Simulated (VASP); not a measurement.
**Li3NbP2: single point with PBE**

The system is Li3NbP2.

```xyz
6
Lattice="4.7804 0.0000 0.0000 -2.3902 4.1400 0.0000 0.0000 0.0000 4.0231" Properties=species:S:1:pos:R:3 pbc="T T T"
Li   -1.1951    2.0700    2.0116
Li    2.3902    0.0000    2.0116
Li    1.1951    2.0700    2.0116
Nb    0.0000    0.0000    0.0000
P     0.0000    2.7600    0.0000
P     2.3902    1.3800    0.0000
```

The cell was built by a generator and needn't be a form met in nature.

| Item | Value |
| --- | --- |
| Program | VASP 6.6.1 |
| Task | single point |
| Functional | PBE |
| Potentials or basis | VASP PAW PBE potentials, release 64 (Li_sv, Nb_sv, P) |
| Cutoff | 520 eV |
| k mesh | 7 × 7 × 7 |
| Occupations | fermi-dirac, width 0.05 eV |
| Spin | no spin polarisation |

```yaml
Band_gap_on_the_k_mesh: none (metal or under the smearing width)
```

Levels at points of the mesh, in eV from the Fermi level:
| k point | band 13 | band 14 | band 15 | band 16 | band 17 | band 18 | band 19 | band 20 |
| --- | --- | --- | --- | --- | --- | --- | --- | --- |
| (0.00, 0.00, 0.00) | -1.51 | -1.07 | -1.07 | 0.54 | 0.61 | 0.61 | 3.76 | 3.76 |

It took 120 s on 1 thread of Intel(R) Xeon(R) Platinum 8488C (Sapphire Rapids), on a shared host, peak memory 0.25 GiB.
